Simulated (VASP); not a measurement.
# In2Au under strain, part 3 of 4

How does the pressure of In2Au answer to a change of volume? The bands are shown for each cell. All runs use LDA. Left out of this account: 1 further run (self-consistent run: a reference on another mesh). The start is a cell from a database of measured crystal structures.

VASP 6.6.1; LDA; plane waves and PAW (In_d, Au).

Still holding for the runs below: This run has no spin polarisation. Its electron count is odd, so without a moment it is a metal by construction. Spin-orbit coupling is off here; with elements this heavy it splits and shifts levels by tenths of an eV or more.

So far, pressure (GPa): step 2 (bands, cell as listed) -1.11; step 3 (cell volume +4.0 %) -3.68; step 4 (cell volume +8.0 %) -5.69.

The database entry behind the starting cell differs from later determinations by our own check (0.1 to 0.3 % short, probably kX units), so it need not match the best structure at ambient conditions.

## 5. Bands, sheared, principal strains -2.3, +0.0, +2.4 %

The cell is sheared at fixed volume, which lowers its symmetry.

File INCAR:

```
SYSTEM = In2Au
PREC = Accurate
ENCUT = 400
EDIFF = 1E-06
NELM = 100
ISMEAR = -1
SIGMA = 0.05
LREAL = .FALSE.
ALGO = Normal
GGA = CA
NBANDS = 31
LASPH = .TRUE.
LORBIT = 11
LWAVE = .FALSE.
LCHARG = .FALSE.
KPAR = 4
```

File POSCAR:

```
In2Au
1.0
   -0.0052240000      3.2421360000      3.2624670000
    3.1889240000      0.0471970000      3.2100460000
    3.2944180000      3.2952100000     -0.0582980000
In Au
2 1
Direct
    0.2500000000      0.2500000000      0.2500000000
    0.7500000000      0.7500000000      0.7500000000
    0.0000000000      0.0000000000      0.0000000000
```

File KPOINTS:

```
Automatic mesh
0
Gamma
8 8 8
0 0 0
```

File KPOINTS_OPT:

```
Line mode
16
Line-mode
Reciprocal
  0.00000000   0.00000000  -0.50000000 X
  0.00000000   0.00000000   0.00000000 GAMMA

  0.00000000   0.00000000   0.00000000 GAMMA
 -0.50000000   0.00000000   0.00000000 Y

 -0.50000000   0.00000000  -0.50000000 L
  0.00000000   0.00000000   0.00000000 GAMMA

  0.00000000   0.00000000   0.00000000 GAMMA
  0.50000000   0.50000000   0.50000000 Z

  0.50000000   0.50000000   0.00000000 N
  0.00000000   0.00000000   0.00000000 GAMMA

  0.00000000   0.00000000   0.00000000 GAMMA
  0.00000000   0.50000000   0.50000000 M

  0.00000000   0.50000000   0.00000000 R
  0.00000000   0.00000000   0.00000000 GAMMA
```

PAW data sets: In_d and Au (LDA family, release 64).

The run is started by

```console
$ mpirun -np 4 vasp_std
```

What it wrote:

```text
[... set-up lines as in an earlier step ...]
 entering main loop
       N       E                     dE             d eps       ncg     rms          rms(c)
DAV:   1     0.322215132308E+03    0.32222E+03   -0.14418E+04 16890   0.133E+03
DAV:   2     0.197888478408E+02   -0.30243E+03   -0.28561E+03 16465   0.369E+02
DAV:   3    -0.113674115254E+02   -0.31156E+02   -0.30733E+02 19133   0.123E+02
DAV:   4    -0.123803957056E+02   -0.10130E+01   -0.10123E+01 18644   0.229E+01
DAV:   5    -0.124330168418E+02   -0.52621E-01   -0.52616E-01 24929   0.475E+00    0.842E+00
DAV:   6    -0.117590494038E+02    0.67397E+00   -0.21477E+00 18508   0.104E+01    0.478E+00
DAV:   7    -0.116971686719E+02    0.61881E-01   -0.12119E-01 22495   0.392E+00    0.274E+00
DAV:   8    -0.116757797787E+02    0.21389E-01   -0.28889E-02 24370   0.164E+00    0.291E-01
DAV:   9    -0.116747001529E+02    0.10796E-02   -0.42803E-03 22933   0.876E-01    0.236E-01
DAV:  10    -0.116746668121E+02    0.33341E-04   -0.41162E-04 20151   0.177E-01    0.465E-02
DAV:  11    -0.116746660182E+02    0.79389E-06   -0.14707E-05 20501   0.337E-02    0.170E-02
DAV:  12    -0.116746672924E+02   -0.12742E-05   -0.24572E-06 16831   0.955E-03    0.351E-03
DAV:  13    -0.116746673646E+02   -0.72237E-07   -0.26019E-07 10837   0.414E-03
   1 F= -.11674667E+02 E0= -.11671364E+02  d E =-.660669E-02
 Start KPOINTS_OPT (optional k-point list driver)
k-point batch [1-112\112]
       N       E                     dE             ncg
DAV:   1     0.374013951859E+05   -0.21305E+05     7292
DAV:   2     0.376685881233E+04   -0.33635E+05     7350
DAV:   3     0.344924220274E+03   -0.34219E+04     7800
DAV:   4     0.229192121000E+03   -0.11573E+03     8491
DAV:   5     0.223523070081E+03   -0.56691E+01    10381
DAV:   6     0.223441036115E+03   -0.82034E-01     8998
DAV:   7     0.223438357270E+03   -0.26788E-02    10411
DAV:   8     0.223438305370E+03   -0.51901E-04     8460
DAV:   9     0.223438303686E+03   -0.16838E-05     5582
DAV:  10     0.223438303064E+03   -0.62244E-06     5446
```

Elapsed: 83 s, on 4 MPI ranks of Intel Xeon Platinum 8559C (Emerald Rapids), shared host; peak memory 2.3 GiB.

Parts of OUTCAR (step 5):

```text
   k-points           NKPTS =    260   k-points in BZ     NKDIM =    260   number of bands    NBANDS=     31

   ENCUT  =  400.0 eV  29.40 Ry    5.42 a.u.   7.50  7.38  7.60*2*pi/ulx,y,z

   NELECT =      37.0000    total number of electrons

 E-fermi :   7.8710

 k-point     1 :       0.0000    0.0000    0.0000
  band No.  band energies     occupation
    ...
     12       2.2020      2.00000
     13       2.2059      2.00000
     14       2.2083      2.00000
     15       3.0817      2.00000
     16       3.0911      2.00000
     17       8.0075      0.12252
     18      10.6177      0.00000
     19      10.9752      0.00000
     20      11.1328      0.00000
     21      11.5402      0.00000
    ...

  Total       -0.3021250     -0.3380871     -0.4514060     -0.6648387     -0.0063688      0.7284790
  in kB       -7.0439497     -7.8823949    -10.5243900    -15.5005070     -0.1484870     16.9842594
  external PRESSURE =      -8.4835782 kB  Pullay stress =       0.0000000 kB

 POSITION                                       TOTAL-FORCE (eV/Angst)
 -----------------------------------------------------------------------------------
      1.61953      1.64614      1.60355        -0.013486      0.168471     -0.155160
      4.85859      4.93841      4.81066         0.013486     -0.168471      0.155160
      0.00000      0.00000      0.00000         0.000000      0.000000      0.000000
 -----------------------------------------------------------------------------------
    total drift:                                0.000000     -0.000000      0.000000

  FREE ENERGIE OF THE ION-ELECTRON SYSTEM (eV)
  ---------------------------------------------------
  free  energy   TOTEN  =       -11.6746673646 eV

  energy  without entropy=      -11.6680606782  energy(sigma->0) =      -11.67136402

[... 1 part as in an earlier step ...]

[... 14 further parts left out ...]
```

The path and its labels are those of the sheared lattice, so a letter need not mean the same point as in the unstrained cell.

Numbers from this step:

```yaml
irreducible_k_points: 260
symmetry_operations: 2
free_energy_toten: -11.67 eV
energy_at_zero_smearing: -11.67 eV
fermi_energy: 7.871 eV
pressure: -0.8484 GPa
```

The electronic bands at the labelled points (eV, zero at the Fermi level; # counts the bands kept, so #1 is VASP's band 11):

| point | #4 | #5 | #6 | #7 | #8 | #9 | #10 | #11 |
| --- | --- | --- | --- | --- | --- | --- | --- | --- |
| X | -5.41 | -4.79 | -4.79 | -4.64 | 0.99 | 1.07 | 1.96 | 2.95 |
| 0.47 of the way | -5.50 | -4.82 | -4.82 | -2.51 | 1.49 | 1.64 | 1.84 | 3.66 |
| Γ | -5.66 | -4.79 | -4.78 | 0.14 | 2.75 | 3.10 | 3.26 | 3.67 |
| 0.53 of the way | -5.48 | -4.84 | -4.83 | -2.29 | 1.15 | 1.55 | 1.73 | 3.47 |
| Y | -5.39 | -4.82 | -4.79 | -4.67 | 0.82 | 0.90 | 1.69 | 2.76 |
| jump to L | -5.01 | -4.93 | -4.82 | -4.25 | -2.09 | -1.71 | -0.35 | 2.47 |
| 0.47 of the way | -5.36 | -5.01 | -4.80 | -1.22 | -0.58 | -0.27 | -0.13 | 3.07 |
| Γ | -5.66 | -4.79 | -4.78 | 0.14 | 2.75 | 3.10 | 3.26 | 3.67 |
| 0.47 of the way | -5.51 | -4.84 | -4.83 | -1.74 | 1.13 | 1.68 | 1.90 | 3.52 |
| Z | -5.38 | -4.81 | -4.79 | -4.68 | 0.76 | 0.92 | 1.64 | 2.76 |
| jump to N | -5.00 | -4.94 | -4.81 | -4.27 | -2.05 | -1.70 | -0.29 | 2.51 |
| 0.47 of the way | -5.37 | -5.02 | -4.80 | -1.29 | -0.56 | -0.27 | -0.09 | 3.09 |
| Γ | -5.66 | -4.79 | -4.78 | 0.14 | 2.75 | 3.10 | 3.26 | 3.67 |
| 0.47 of the way | -5.44 | -4.96 | -4.80 | -0.52 | -0.30 | 0.00 | 0.14 | 3.27 |
| M | -4.98 | -4.96 | -4.82 | -4.24 | -1.93 | -1.89 | -0.32 | 2.43 |
| jump to R | -5.36 | -4.81 | -4.81 | -4.72 | 0.67 | 0.72 | 1.45 | 2.56 |
| 0.47 of the way | -5.46 | -4.86 | -4.85 | -2.07 | 1.03 | 1.41 | 1.46 | 3.34 |
| Γ | -5.66 | -4.79 | -4.78 | 0.14 | 2.75 | 3.10 | 3.26 | 3.67 |

Of the projections kept (In, Au), the largest for each band there; the rest of the weight can lie on other orbitals:

| point | #4 | #5 | #6 | #7 | #8 | #9 | #10 | #11 |
| --- | --- | --- | --- | --- | --- | --- | --- | --- |
| X | Au 0.91 | Au 0.98 | Au 0.98 | Au 0.93 | In 0.69 | In 0.68 | In 0.54 | In 0.99 |
| Γ | Au 0.89 | Au 0.98 | Au 0.98 | In 0.99 | In 0.62 | In 0.66 | In 0.64 | Au 0.56 |
| Y | Au 0.92 | Au 0.98 | Au 0.98 | Au 0.91 | In 0.69 | In 0.68 | In 0.52 | In 0.99 |
| L | Au 0.95 | Au 0.96 | Au 1.00 | Au 0.90 | In 0.74 | In 0.74 | In 0.55 | Au 0.62 |
| Γ | Au 0.89 | Au 0.98 | Au 0.98 | In 0.99 | In 0.62 | In 0.66 | In 0.64 | Au 0.56 |
| Z | Au 0.92 | Au 0.98 | Au 0.98 | Au 0.91 | In 0.69 | In 0.68 | In 0.52 | In 0.99 |

Force by atom:

| atom | x (eV/Å) | y (eV/Å) | z (eV/Å) | size |
| --- | --- | --- | --- | --- |
| In1 | -0.013 | 0.168 | -0.155 | 0.229 |
| In2 | 0.013 | -0.168 | 0.155 | 0.229 |
| Au3 | 0.000 | 0.000 | 0.000 | 0.000 |

 The pressure is -0.85 GPa, and the symmetry operations fall from 48 to 2.

## 6. Bands, volume times 0.96

The cell is compressed evenly, with fractional positions held.

INCAR is that of step 5.

File POSCAR:

```
In2Au
1.0
    0.0000000000      3.2070621815      3.2070621815
    3.2070621815      0.0000000000      3.2070621815
    3.2070621815      3.2070621815      0.0000000000
In Au
2 1
Direct
    0.2500000000      0.2500000000      0.2500000000
    0.7500000000      0.7500000000      0.7500000000
    0.0000000000      0.0000000000      0.0000000000
```

KPOINTS is that of step 5.

File KPOINTS_OPT:

```
Line mode
16
Line-mode
Reciprocal
  0.00000000   0.00000000   0.00000000 GAMMA
  0.50000000   0.00000000   0.50000000 X

  0.50000000   0.00000000   0.50000000 X
  0.50000000   0.25000000   0.75000000 W

  0.50000000   0.25000000   0.75000000 W
  0.37500000   0.37500000   0.75000000 K

  0.37500000   0.37500000   0.75000000 K
  0.00000000   0.00000000   0.00000000 GAMMA

  0.00000000   0.00000000   0.00000000 GAMMA
  0.50000000   0.50000000   0.50000000 L

  0.50000000   0.50000000   0.50000000 L
  0.62500000   0.25000000   0.62500000 U

  0.62500000   0.25000000   0.62500000 U
  0.50000000   0.25000000   0.75000000 W

  0.50000000   0.25000000   0.75000000 W
  0.50000000   0.50000000   0.50000000 L

  0.50000000   0.50000000   0.50000000 L
  0.37500000   0.37500000   0.75000000 K

  0.62500000   0.25000000   0.62500000 U
  0.50000000   0.00000000   0.50000000 X
```

The run is started by

```console
$ mpirun -np 4 vasp_std
```

What it wrote:

```text
[... set-up lines as in an earlier step ...]
 entering main loop
       N       E                     dE             d eps       ncg     rms          rms(c)
DAV:   1     0.323632791946E+03    0.32363E+03   -0.14518E+04  1912   0.135E+03
DAV:   2     0.198685423602E+02   -0.30376E+03   -0.28656E+03  1819   0.373E+02
DAV:   3    -0.114282425700E+02   -0.31297E+02   -0.30874E+02  2099   0.123E+02
DAV:   4    -0.124370993390E+02   -0.10089E+01   -0.10081E+01  2128   0.227E+01
DAV:   5    -0.124873910758E+02   -0.50292E-01   -0.50287E-01  2732   0.465E+00    0.904E+00
DAV:   6    -0.117761334134E+02    0.71126E+00   -0.21136E+00  2113   0.106E+01    0.509E+00
DAV:   7    -0.117118329181E+02    0.64300E-01   -0.11969E-01  2548   0.406E+00    0.290E+00
DAV:   8    -0.116886662844E+02    0.23167E-01   -0.28518E-02  2720   0.171E+00    0.323E-01
DAV:   9    -0.116876736927E+02    0.99259E-03   -0.41009E-03  2562   0.886E-01    0.249E-01
DAV:  10    -0.116876370032E+02    0.36690E-04   -0.38550E-04  2216   0.179E-01    0.481E-02
DAV:  11    -0.116876367426E+02    0.26057E-06   -0.13874E-05  2283   0.339E-02    0.172E-02
DAV:  12    -0.116876378729E+02   -0.11303E-05   -0.19894E-06  1786   0.843E-03    0.358E-03
DAV:  13    -0.116876379327E+02   -0.59825E-07   -0.26183E-07  1228   0.464E-03
   1 F= -.11687638E+02 E0= -.11685472E+02  d E =-.433244E-02
 Start KPOINTS_OPT (optional k-point list driver)
k-point batch [1-29\160]
       N       E                     dE             ncg
DAV:   1     0.775577979482E+04   -0.14307E+05     1917
DAV:   2    -0.947423084545E+03   -0.87032E+04     1847
DAV:   3    -0.185923996822E+04   -0.91182E+03     2116
DAV:   4    -0.188985488913E+04   -0.30615E+02     2222
DAV:   5    -0.189135707117E+04   -0.15022E+01     2664
DAV:   6    -0.189137428603E+04   -0.17215E-01     2286
DAV:   7    -0.189137503674E+04   -0.75071E-03     2685
DAV:   8    -0.189137504960E+04   -0.12866E-04     2206
DAV:   9    -0.189137505002E+04   -0.41456E-06     1386
[...]
k-point batch [146-160\160]
       N       E                     dE             ncg
DAV:   1     0.173117539330E+05   -0.11527E+05     1005
DAV:   2     0.128482930497E+05   -0.44635E+04      937
DAV:   3     0.123669084924E+05   -0.48138E+03     1120
DAV:   4     0.123511456895E+05   -0.15763E+02     1178
DAV:   5     0.123503400178E+05   -0.80567E+00     1367
DAV:   6     0.123503306774E+05   -0.93404E-02     1203
DAV:   7     0.123503302459E+05   -0.43155E-03     1346
DAV:   8     0.123503302391E+05   -0.67214E-05     1193
DAV:   9     0.123503302389E+05   -0.20887E-06      720
```

Run time: 35 s. Hardware: 4 MPI ranks; peak memory 0.73 GiB.

Parts of OUTCAR (step 6):

```text
   ENCUT  =  400.0 eV  29.40 Ry    5.42 a.u.   7.40  7.40  7.40*2*pi/ulx,y,z

   NELECT =      37.0000    total number of electrons

 E-fermi :   8.4521

 k-point     1 :       0.0000    0.0000    0.0000
  band No.  band energies     occupation
    ...
     12       2.5325      2.00000
     13       2.5325      2.00000
     14       2.5325      2.00000
     15       3.4753      2.00000
     16       3.4753      2.00000
     17       8.8128      0.00147
     18      11.6035      0.00000
     19      11.6035      0.00000
     20      11.6035      0.00000
     21      12.2673      0.00000
    ...

  Total        0.9871092      0.9871092      0.9871092      0.0000000      0.0000000     -0.0000000
  in kB       23.9730684     23.9730684     23.9730684      0.0000000      0.0000000     -0.0000000
  external PRESSURE =      23.9730684 kB  Pullay stress =       0.0000000 kB

 POSITION                                       TOTAL-FORCE (eV/Angst)
 -----------------------------------------------------------------------------------
      1.60353      1.60353      1.60353        -0.000000     -0.000000     -0.000000
      4.81059      4.81059      4.81059         0.000000      0.000000      0.000000
      0.00000      0.00000      0.00000         0.000000     -0.000000      0.000000
 -----------------------------------------------------------------------------------
    total drift:                                0.000000     -0.000000      0.000000

  FREE ENERGIE OF THE ION-ELECTRON SYSTEM (eV)
  ---------------------------------------------------
  free  energy   TOTEN  =       -11.6876379327 eV

  energy  without entropy=      -11.6833054885  energy(sigma->0) =      -11.68547171

[... 4 parts as in an earlier step ...]

[... 12 further parts left out ...]
```

This step gave:

```yaml
irreducible_k_points: 29
symmetry_operations: 48
free_energy_toten: -11.69 eV
energy_at_zero_smearing: -11.69 eV
fermi_energy: 8.452 eV
pressure: 2.397 GPa
```

Electronic bands along the path, in eV, zero at the Fermi level; # counts the bands kept, so #1 is VASP's band 11:

| point | #6 | #7 | #8 | #9 | #10 | #11 | #12 | #13 |
| --- | --- | --- | --- | --- | --- | --- | --- | --- |
| Γ | -4.98 | 0.36 | 3.15 | 3.15 | 3.15 | 3.82 | 3.82 | 3.82 |
| 0.47 of the way | -5.00 | -0.55 | -0.08 | -0.08 | -0.03 | 3.24 | 5.82 | 6.35 |
| X | -5.02 | -4.40 | -2.08 | -2.08 | -0.18 | 2.45 | 9.23 | 9.23 |
| 0.47 of the way | -4.89 | -4.59 | -2.91 | -2.19 | 1.09 | 3.23 | 6.93 | 8.51 |
| W | -4.74 | -4.08 | -4.08 | -2.29 | 3.75 | 3.75 | 5.18 | 5.84 |
| 0.47 of the way | -4.82 | -4.40 | -3.65 | -1.96 | 2.25 | 4.70 | 5.13 | 6.85 |
| K | -4.97 | -4.50 | -3.51 | -1.29 | 1.11 | 4.50 | 6.79 | 6.89 |
| 0.47 of the way | -4.98 | -2.10 | -2.05 | 1.49 | 2.64 | 3.32 | 4.14 | 5.03 |
| Γ | -4.98 | 0.36 | 3.15 | 3.15 | 3.15 | 3.82 | 3.82 | 3.82 |
| 0.47 of the way | -5.03 | -1.79 | 1.44 | 1.71 | 1.71 | 3.78 | 4.18 | 4.18 |
| L | -4.99 | -4.86 | 0.80 | 0.80 | 1.91 | 2.77 | 3.71 | 3.71 |
| 0.47 of the way | -4.97 | -4.80 | -1.64 | -0.07 | 1.80 | 4.06 | 4.89 | 6.01 |
| U | -4.97 | -4.50 | -3.51 | -1.29 | 1.11 | 4.50 | 6.79 | 6.89 |
| 0.53 of the way | -4.82 | -4.40 | -3.65 | -1.96 | 2.25 | 4.70 | 5.13 | 6.85 |
| W | -4.74 | -4.08 | -4.08 | -2.29 | 3.75 | 3.75 | 5.18 | 5.84 |
| 0.53 of the way | -4.91 | -4.76 | -1.96 | -0.61 | 2.68 | 3.17 | 5.88 | 6.25 |
| L | -4.99 | -4.86 | 0.80 | 0.80 | 1.91 | 2.77 | 3.71 | 3.71 |
| 0.53 of the way | -5.00 | -4.74 | -2.02 | -0.25 | 1.69 | 4.40 | 5.16 | 6.26 |
| K | -4.97 | -4.50 | -3.51 | -1.29 | 1.11 | 4.50 | 6.79 | 6.89 |
| jump to U | -4.97 | -4.50 | -3.51 | -1.29 | 1.11 | 4.50 | 6.79 | 6.89 |
| 0.47 of the way | -4.96 | -4.57 | -2.85 | -1.84 | 0.52 | 3.04 | 8.14 | 8.17 |
| X | -5.02 | -4.40 | -2.08 | -2.08 | -0.18 | 2.45 | 9.23 | 9.23 |

Of the projections kept (In, Au), the largest for each band there; the rest of the weight can lie on other orbitals:

| point | #6 | #7 | #8 | #9 | #10 | #11 | #12 | #13 |
| --- | --- | --- | --- | --- | --- | --- | --- | --- |
| Γ | Au 0.98 | In 1.00 | In 0.65 | In 0.65 | In 0.65 | Au 0.55 | Au 0.55 | Au 0.55 |
| X | Au 1.00 | Au 0.89 | In 0.74 | In 0.74 | In 0.56 | Au 0.63 | In 0.88 | In 0.88 |
| W | Au 0.91 | Au 0.66 | Au 0.66 | Au 0.55 | In 0.77 | In 0.77 | In 0.52 | Au 0.54 |
| K | Au 0.80 | Au 0.78 | Au 0.67 | In 0.68 | In 0.61 | In 0.56 | In 0.83 | In 0.87 |
| Γ | Au 0.98 | In 1.00 | In 0.65 | In 0.65 | In 0.65 | Au 0.55 | Au 0.55 | Au 0.55 |
| L | Au 0.98 | Au 0.90 | In 0.68 | In 0.68 | In 0.52 | In 1.00 | In 0.69 | In 0.69 |

 The pressure is 2.40 GPa.

Between step 2 and this run (cell volume -4.0 %) the value for the pressure moves from -1.11 GPa to 2.40 GPa.

(Part 3 of 4 ends here.)

[Lines on the potential files, build, host, timing and source positions are cut from VASP's logs without a mark.]

[Logs are printed without paths, hosts, clocks, repeated set-up lines and the standing remarks that a program may print on its own settings, such as how far it seeks lower states.]

[Hosts, paths, dates, database ids (printed as entryN), source tags and the programs' standing remarks are cut or masked in the printed files.]

[A measured line is paired with the nearest computed mode of its activity, which favours agreement.]

[In band tables of VASP the shares of atoms and orbitals are scaled to a sum of 1 inside the atoms' spheres.]
